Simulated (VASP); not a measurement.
Wanted: the native input for a VASP 6.6.1 run.

```
Task                   : single point
Functional             : PBE
Potentials or basis    : VASP PAW PBE potentials, release 64 (Be, Cu, Ge_d)
Cutoff                 : 520 eV
k mesh                 : 6 × 6 × 6
Occupations            : methfessel-paxton, width 0.15 eV
Spin                   : no spin polarisation
Dipole correction      : no
Further INCAR settings : ALGO = Normal; EDIFF = 1e-06; NBANDS = 26
```

The structure of Be4CuGe lies in POSCAR:

```
Be4CuGe
1.0
    0.0000000000      3.1230460000      3.1230460000
    3.1230460000      0.0000000000      3.1230460000
    3.1230460000      3.1230460000      0.0000000000
Be Cu Ge
4 1 1
Direct
    0.3756870000      0.3756870000      0.3756870000
    0.8729390000      0.3756870000      0.3756870000
    0.3756870000      0.3756870000      0.8729390000
    0.3756870000      0.8729390000      0.3756870000
    0.7500000000      0.7500000000      0.7500000000
    0.0000000000      0.0000000000      0.0000000000
```

The cell comes from a database or a generator and needn't be the stable form of this composition.

These files were run (other wordings do the same):

INCAR

```
ALGO = Normal ; EDIFF = 1E-6
ENCUT = 520 ; GGA = PE
ISIF = 2 ; ISMEAR = 1
LASPH = T ; LCHARG = T
LELF = T ; LREAL = F
LVHAR = T ; LWAVE = F
NBANDS = 26 ; NELM = 100
PREC = Accurate ; SIGMA = 0.15
```

KPOINTS

```
k-points
0
Gamma
  6 6 6
```

Potentials or basis: VASP PAW PBE potentials, release 64 (Be, Cu, Ge_d).

Launch:

```bash
$ cat potpaw_PBE.64/Be/POTCAR potpaw_PBE.64/Cu/POTCAR potpaw_PBE.64/Ge_d/POTCAR > POTCAR
$ mpirun -np 1 vasp_std > vasp.out
```

Results of the run:

The pressure is 0.3 GPa and the largest force is 0.015 eV/Å. The band gap on the k mesh is none (metal or under the smearing width).

Wall time 32 s on 1 thread of Intel(R) Xeon(R) Platinum 8488C (Sapphire Rapids), on a shared host, peak memory 0.2 GiB.
